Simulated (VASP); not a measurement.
A convergence study with VASP on NiSi$_{2}$ (fluorite): one setting is varied, all else stays as given below, so the limit is that of these other settings.

```yaml
crystal:
  lattice:
    - [0.00000, 2.70500, 2.70500]
    - [2.70500, 0.00000, 2.70500]
    - [2.70500, 2.70500, 0.00000]
  atoms:
    - { symbol: Si, position: [0.25000, 0.25000, 0.25000] }
    - { symbol: Si, position: [0.75000, 0.75000, 0.75000] }
    - { symbol: Ni, position: [0.00000, 0.00000, 0.00000] }
```

All values below come from LDA (Ceperley-Alder, Perdew-Zunger), VASP's LDA PAW potentials (set 64) (plane waves; VASP 6.6.1). The tightest run used: 550 eV cut-off, 19×19×19 Γ-centred mesh, tetrahedra with Blöchl corrections, potentials Si Ni.

**Question.** The settings run are 3×3×3 mesh; 4×4×4 mesh; 5×5×5 mesh; 6×6×6 mesh; 7×7×7 mesh; 8×8×8 mesh; 9×9×9 mesh; 10×10×10 mesh; 11×11×11 mesh; 12×12×12 mesh; 13×13×13 mesh; 14×14×14 mesh; 15×15×15 mesh; 16×16×16 mesh; 17×17×17 mesh; 18×18×18 mesh; 19×19×19 mesh. From which on does the stress (every component) stay within 0.5 GPa of the tightest run?

**Answer.** From 7×7×7 mesh on: it is off by 0.01 there and by no more than 0.5 in any finer run, while 6×6×6 mesh is off by 0.82.
```
setting        E (eV/atom)  pressure (GPa)  irreducible k-points  difference judged (GPa)
-------------  -----------  --------------  --------------------  -----------------------
3×3×3 mesh         -6.5313           -6.22                     4                     1.12
4×4×4 mesh         -6.6036           -7.12                     8                     2.02
5×5×5 mesh         -6.6132           -6.77                    10                     1.67
6×6×6 mesh         -6.6211           -5.92                    16                     0.82
7×7×7 mesh         -6.6265           -5.09                    20                     0.01
8×8×8 mesh         -6.6287           -5.18                    29                     0.09
9×9×9 mesh         -6.6266           -5.48                    35                     0.38
10×10×10 mesh      -6.6262           -5.40                    47                     0.30
11×11×11 mesh      -6.6264           -5.28                    56                     0.18
12×12×12 mesh      -6.6261           -5.25                    72                     0.15
13×13×13 mesh      -6.6261           -5.21                    84                     0.11
14×14×14 mesh      -6.6264           -5.18                   104                     0.08
15×15×15 mesh      -6.6266           -5.16                   120                     0.06
16×16×16 mesh      -6.6265           -5.15                   145                     0.05
17×17×17 mesh      -6.6263           -5.09                   165                     0.01
18×18×18 mesh      -6.6264           -5.09                   195                     0.00
19×19×19 mesh      -6.6264           -5.10                   220                     0.00
```

Left out are rungs that failed or repeat a setting and relaxations that didn't move; long series are thinned to 24 rows.

The compound is NiSi2 in the fluorite structure. The cell was not relaxed at this level. The run is not spin-polarised, so no magnetic state was tried.
